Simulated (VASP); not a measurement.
# BaTi2Bi2O with r2SCAN + rVV10: from relaxation to properties, part 4 of 7

Wanted: the relaxed cell of BaTi2Bi2O and its properties. The start is a computed cell from the Materials Project.

VASP 6.6.1; r2SCAN with rVV10, no spin polarisation; plane waves and PAW (Ba_sv, Ti_sv, Bi_d, O).

Still holding for the runs below: This run has no spin polarisation, although Ti can carry a moment. The k-mesh is coarse for a metal.

So far. Step 3 (Second relaxation): It ends with a largest force of 0.002 eV/Å and a pressure of -0.03 GPa. The volume moved by under 0.01 %: the run met its threshold at the first step. Step 4 (Single point with fields (r2SCAN + rVV10)): In this run the pressure is -0.03 GPa, small enough to go on. The relaxed cell has a = 4.097, c = 8.533 Å (conventional setting).

## Step 5: Band structure (r2SCAN + rVV10)

The mesh alone shows little of the dispersion and can miss band extrema, so KPOINTS_OPT adds a path through the symmetry points after the self-consistent cycle.

The input, INCAR:

```
SYSTEM = BaTi2Bi2O
PREC = Accurate
ENCUT = 520
EDIFF = 1E-06
NELM = 100
ISMEAR = 0
SIGMA = 0.05
LREAL = .FALSE.
ALGO = Normal
METAGGA = R2SCAN
LUSE_VDW = .TRUE.
IVDW_NL = 2
BPARAM = 11.95
CPARAM = 0.0093
LASPH = .TRUE.
NBANDS = 53
LORBIT = 11
LWAVE = .FALSE.
LCHARG = .FALSE.
KPAR = 4
```

The input, POSCAR:

```
BaTi2Bi2O
1.0
    4.0967754502      0.0000000000      0.0000000000
    0.0000000000      4.0967754502      0.0000000000
    0.0000000000      0.0000000000      8.5330466247
Ba Ti Bi O
1 2 2 1
Direct
    0.5000000000      0.5000000000      0.5000000000
    0.0000000000      0.5000000000      0.0000000000
    0.5000000000      0.0000000000      0.0000000000
    0.0000000000      0.0000000000      0.2475347964
    0.0000000000      0.0000000000      0.7524652036
    0.5000000000      0.5000000000      0.0000000000
```

The input, KPOINTS:

```
Automatic mesh
0
Gamma
6 6 3
0 0 0
```

The input, KPOINTS_OPT:

```
Line mode
16
Line-mode
Reciprocal
  0.00000000   0.00000000   0.00000000 GAMMA
  0.00000000   0.50000000   0.00000000 X

  0.00000000   0.50000000   0.00000000 X
  0.50000000   0.50000000   0.00000000 M

  0.50000000   0.50000000   0.00000000 M
  0.00000000   0.00000000   0.00000000 GAMMA

  0.00000000   0.00000000   0.00000000 GAMMA
  0.00000000   0.00000000   0.50000000 Z

  0.00000000   0.00000000   0.50000000 Z
  0.00000000   0.50000000   0.50000000 R

  0.00000000   0.50000000   0.50000000 R
  0.50000000   0.50000000   0.50000000 A

  0.50000000   0.50000000   0.50000000 A
  0.00000000   0.00000000   0.50000000 Z

  0.00000000   0.50000000   0.00000000 X
  0.00000000   0.50000000   0.50000000 R

  0.50000000   0.50000000   0.00000000 M
  0.50000000   0.50000000   0.50000000 A
```

The projector-augmented-wave data sets are Ba_sv, Ti_sv, Bi_d and O (PBE family, release 64).

Command:

```
mpirun -np 4 vasp_std
```

What it wrote:

```text
[... set-up lines as in an earlier step ...]
 entering main loop
       N       E                     dE             d eps       ncg     rms          rms(c)
Total rVV10 correction in eV:      1.6866360    72.6787400
Total rVV10 correction in eV:      1.6866360    72.6787400
Total rVV10 correction in eV:      1.6866360    72.6787400
Total rVV10 correction in eV:      1.6866360    72.6787400
DAV:   1     0.821362305903E+03    0.82136E+03   -0.34525E+04  2125   0.159E+03
DAV:   2    -0.577937322416E+02   -0.87916E+03   -0.83901E+03  2120   0.491E+02
DAV:   3    -0.191773723621E+03   -0.13398E+03   -0.12940E+03  2819   0.192E+02
DAV:   4    -0.204810524337E+03   -0.13037E+02   -0.12799E+02  3528   0.503E+01
DAV:   5    -0.205478551026E+03   -0.66803E+00   -0.66689E+00  3035   0.875E+00    0.193E+01
Total rVV10 correction in eV:      1.6685074    72.6787389
Total rVV10 correction in eV:      1.6685074    72.6787389
Total rVV10 correction in eV:      1.6685074    72.6787389
Total rVV10 correction in eV:      1.6685074    72.6787389
DAV:   6    -0.183866255604E+03    0.21612E+02   -0.41563E+01  2662   0.422E+01    0.101E+01
Total rVV10 correction in eV:      1.6831745    72.6787391
Total rVV10 correction in eV:      1.6831745    72.6787391
Total rVV10 correction in eV:      1.6831745    72.6787391
Total rVV10 correction in eV:      1.6831745    72.6787391
DAV:   7    -0.182125208411E+03    0.17410E+01   -0.94163E+00  2662   0.167E+01    0.545E+00
Total rVV10 correction in eV:      1.6832652    72.6787390
Total rVV10 correction in eV:      1.6832652    72.6787390
Total rVV10 correction in eV:      1.6832652    72.6787390
Total rVV10 correction in eV:      1.6832652    72.6787390
DAV:   8    -0.181917798595E+03    0.20741E+00   -0.97420E-01  2663   0.481E+00    0.228E+00
Total rVV10 correction in eV:      1.6922879    72.6787390
Total rVV10 correction in eV:      1.6922879    72.6787390
Total rVV10 correction in eV:      1.6922879    72.6787390
Total rVV10 correction in eV:      1.6922879    72.6787390
DAV:   9    -0.181932321441E+03   -0.14523E-01   -0.42818E-01  2815   0.300E+00    0.797E-01
Total rVV10 correction in eV:      1.6915682    72.6787390
Total rVV10 correction in eV:      1.6915682    72.6787390
Total rVV10 correction in eV:      1.6915682    72.6787390
Total rVV10 correction in eV:      1.6915682    72.6787390
DAV:  10    -0.181920349090E+03    0.11972E-01   -0.58216E-02  2599   0.126E+00    0.454E-01
Total rVV10 correction in eV:      1.6921992    72.6787390
Total rVV10 correction in eV:      1.6921992    72.6787390
Total rVV10 correction in eV:      1.6921992    72.6787390
Total rVV10 correction in eV:      1.6921992    72.6787390
DAV:  11    -0.181918999427E+03    0.13497E-02   -0.10327E-02  2857   0.526E-01    0.235E-01
Total rVV10 correction in eV:      1.6933728    72.6787390
Total rVV10 correction in eV:      1.6933728    72.6787390
Total rVV10 correction in eV:      1.6933728    72.6787390
Total rVV10 correction in eV:      1.6933728    72.6787390
DAV:  12    -0.181919870525E+03   -0.87110E-03   -0.20498E-03  2754   0.230E-01    0.600E-02
Total rVV10 correction in eV:      1.6935916    72.6787390
Total rVV10 correction in eV:      1.6935916    72.6787390
Total rVV10 correction in eV:      1.6935916    72.6787390
Total rVV10 correction in eV:      1.6935916    72.6787390
DAV:  13    -0.181919958515E+03   -0.87989E-04   -0.30765E-04  3446   0.730E-02    0.343E-02
Total rVV10 correction in eV:      1.6935985    72.6787390
Total rVV10 correction in eV:      1.6935985    72.6787390
Total rVV10 correction in eV:      1.6935985    72.6787390
Total rVV10 correction in eV:      1.6935985    72.6787390
DAV:  14    -0.181919945116E+03    0.13399E-04   -0.37940E-05  2690   0.278E-02    0.127E-02
Total rVV10 correction in eV:      1.6935642    72.6787390
Total rVV10 correction in eV:      1.6935642    72.6787390
Total rVV10 correction in eV:      1.6935642    72.6787390
Total rVV10 correction in eV:      1.6935642    72.6787390
DAV:  15    -0.181919944102E+03    0.10135E-05   -0.38132E-06  2206   0.987E-03    0.561E-03
Total rVV10 correction in eV:      1.6935627    72.6787390
Total rVV10 correction in eV:      1.6935627    72.6787390
Total rVV10 correction in eV:      1.6935627    72.6787390
Total rVV10 correction in eV:      1.6935627    72.6787390
DAV:  16    -0.181919943731E+03    0.37102E-06   -0.16090E-06  1742   0.729E-03
Total rVV10 correction in eV:      1.6935507    72.6787390
Total rVV10 correction in eV:      1.6935507    72.6787390
Total rVV10 correction in eV:      1.6935507    72.6787390
Total rVV10 correction in eV:      1.6935507    72.6787390
Total rVV10 correction in eV:      1.6935613    72.6787390
Total rVV10 correction in eV:      1.6935613    72.6787390
Total rVV10 correction in eV:      1.6935613    72.6787390
Total rVV10 correction in eV:      1.6935613    72.6787390
   1 F= -.18191994E+03 E0= -.18191619E+03  d E =-.751695E-02
 Start KPOINTS_OPT (optional k-point list driver)
k-point batch [1-20\144]
       N       E                     dE             ncg
DAV:   1     0.148324186920E+04   -0.19861E+05     2120
DAV:   2    -0.158469841200E+05   -0.17330E+05     2120
DAV:   3    -0.184559118156E+05   -0.26089E+04     2773
DAV:   4    -0.187113163346E+05   -0.25540E+03     3456
DAV:   5    -0.187255968701E+05   -0.14281E+02     2995
DAV:   6    -0.187260384812E+05   -0.44161E+00     3058
DAV:   7    -0.187260565637E+05   -0.18083E-01     3051
DAV:   8    -0.187260569326E+05   -0.36881E-03     3175
DAV:   9    -0.187260569453E+05   -0.12696E-04     2603
DAV:  10    -0.187260569456E+05   -0.29949E-06     1759
[...]
k-point batch [141-144\144]
       N       E                     dE             ncg
DAV:   1     0.364958426055E+05   -0.92920E+04      424
DAV:   2     0.330656954292E+05   -0.34301E+04      424
DAV:   3     0.325513498062E+05   -0.51435E+03      571
DAV:   4     0.325036006807E+05   -0.47749E+02      616
DAV:   5     0.325010469939E+05   -0.25537E+01      619
DAV:   6     0.325009799353E+05   -0.67059E-01      576
DAV:   7     0.325009773575E+05   -0.25778E-02      659
DAV:   8     0.325009773165E+05   -0.40946E-04      563
DAV:   9     0.325009773147E+05   -0.17830E-05      515
DAV:  10     0.325009773147E+05   -0.78930E-07      339
```

The job ended after 14 min (4 MPI ranks of AMD EPYC 7R43, shared host; peak memory 2.1 GiB; 57 min of CPU time).

Parts of OUTCAR (step 5):

```text
   k-points           NKPTS =     20   k-points in BZ     NKDIM =     20   number of bands    NBANDS=     53

   NELECT =      70.0000    total number of electrons

 E-fermi :   6.9112

 k-point     1 :       0.0000    0.0000    0.0000
  band No.  band energies     occupation
    ...
     30       4.9248      2.00000
     31       4.9248      2.00000
     32       5.3597      2.00000
     33       5.6611      2.00000
     34       6.4188      2.00000
     35       6.9433      0.36404
     36       7.0469      0.00012
     37       7.0469      0.00012
     38       7.7970      0.00000
     39       8.2200      0.00000
    ...

  Total       -0.0124977     -0.0124977     -0.0256111      0.0000000      0.0000000      0.0000000
  in kB       -0.1398150     -0.1398150     -0.2865166      0.0000000      0.0000000      0.0000000
  external PRESSURE =      -0.1887155 kB  Pullay stress =       0.0000000 kB

 POSITION                                       TOTAL-FORCE (eV/Angst)
 -----------------------------------------------------------------------------------
      2.04839      2.04839      4.26652         0.000000     -0.000000      0.000000
      0.00000      2.04839      0.00000         0.000000     -0.000000      0.000000
      2.04839      0.00000      0.00000         0.000000     -0.000000      0.000000
      0.00000      0.00000      2.11223        -0.000000      0.000000     -0.001454
      0.00000      0.00000      6.42082         0.000000      0.000000      0.001454
      2.04839      2.04839      0.00000         0.000000     -0.000000      0.000000
 -----------------------------------------------------------------------------------
    total drift:                                0.000000     -0.000000      0.000000

  FREE ENERGIE OF THE ION-ELECTRON SYSTEM (eV)
  ---------------------------------------------------
  free  energy   TOTEN  =      -181.9199437311 eV

  energy  without entropy=     -181.9124267787  energy(sigma->0) =     -181.91618525

[... 8 parts as in an earlier step ...]

[... 8 further parts left out ...]
```

Spin-orbit coupling is off here; with elements this heavy it splits and shifts levels by tenths of an eV or more.

Numbers from this step:

| Item | Value |
| --- | --- |
| bands | 53 |
| pressure | -0.01887 GPa |

The electronic bands at the labelled points (eV, zero at the Fermi level; # counts the bands kept, so #1 is VASP's band 26):

```csv
point,#7,#8,#9,#10,#11,#12,#13,#14
Γ,-1.55,-1.25,-0.49,0.03,0.14,0.14,0.89,1.31
0.47 of the way,-1.68,-1.29,-1.17,-0.75,0.26,0.97,1.02,1.18
X,-2.05,-1.13,-1.12,0.11,0.39,0.47,0.83,0.88
0.47 of the way,-2.64,-2.19,-1.28,-0.16,0.21,1.10,1.31,1.35
M,-3.29,-3.29,-2.05,-0.12,-0.12,1.60,1.71,1.78
0.47 of the way,-2.54,-2.46,-0.89,-0.60,0.60,0.81,1.03,1.26
Γ,-1.55,-1.25,-0.49,0.03,0.14,0.14,0.89,1.31
0.53 of the way,-1.92,-1.55,-0.38,-0.14,-0.14,0.12,0.74,1.33
Z,-1.86,-1.55,-0.33,-0.33,-0.32,0.23,0.59,1.33
0.53 of the way,-1.76,-1.61,-1.22,0.07,0.42,0.46,0.89,1.30
R,-2.41,-1.36,-0.92,0.32,0.49,0.88,0.93,1.54
0.53 of the way,-2.86,-2.61,-2.07,0.06,0.14,1.17,1.36,1.45
A,-2.62,-2.62,-2.08,-0.21,-0.21,1.43,1.43,1.60
0.47 of the way,-2.52,-2.24,-2.06,-0.39,0.81,1.03,1.11,1.26
Z,-1.86,-1.55,-0.33,-0.33,-0.32,0.23,0.59,1.33
jump to X,-2.05,-1.13,-1.12,0.11,0.39,0.47,0.83,0.88
0.47 of the way,-2.20,-1.28,-0.98,0.20,0.48,0.65,0.88,1.03
R,-2.41,-1.36,-0.92,0.32,0.49,0.88,0.93,1.54
jump to M,-3.29,-3.29,-2.05,-0.12,-0.12,1.60,1.71,1.78
0.47 of the way,-2.90,-2.90,-2.07,-0.15,-0.15,1.60,1.63,1.81
A,-2.62,-2.62,-2.08,-0.21,-0.21,1.43,1.43,1.60
```

Of the projections kept (Ba, Ti, Bi, O), the largest for each band there; the rest of the weight can lie on other orbitals:

| point | #7 | #8 | #9 | #10 | #11 | #12 | #13 | #14 |
| --- | --- | --- | --- | --- | --- | --- | --- | --- |
| Γ | Ti 1.00 | Ti 0.80 | Bi 0.82 | Ba 0.58 | Bi 0.87 | Bi 0.87 | Ti 0.80 | Ti 0.93 |
| X | Bi 0.53 | Ti 0.62 | Ti 0.58 | Ti 0.93 | Ba 0.64 | Ti 0.98 | Ti 0.56 | Ti 0.99 |
| M | Bi 0.77 | Bi 0.77 | Ti 0.51 | Ti 0.96 | Ti 0.96 | Ti 0.99 | Ba 0.77 | Ti 0.71 |
| Γ | Ti 1.00 | Ti 0.80 | Bi 0.82 | Ba 0.58 | Bi 0.87 | Bi 0.87 | Ti 0.80 | Ti 0.93 |
| Z | Ti 0.64 | Ti 1.00 | Bi 0.75 | Bi 0.75 | Ti 0.85 | Ba 0.96 | Ti 0.96 | Ti 0.96 |
| R | Bi 0.60 | Ti 0.52 | Ti 0.71 | Ti 0.92 | Ti 0.99 | Ti 0.99 | Ba 0.73 | Ti 0.87 |

There is no gap at this level.

(Continued in part 5 of 7.)

[Lines on the potential files, build, host, timing and source positions are cut from VASP's logs without a mark.]

[Logs are printed without paths, hosts, clocks, repeated set-up lines and the standing remarks that a program may print on its own settings, such as how far it seeks lower states.]

[Hosts, paths, dates, database ids (printed as entryN), source tags and the programs' standing remarks are cut or masked in the printed files.]

[A measured line is paired with the nearest computed mode of its activity, which favours agreement.]
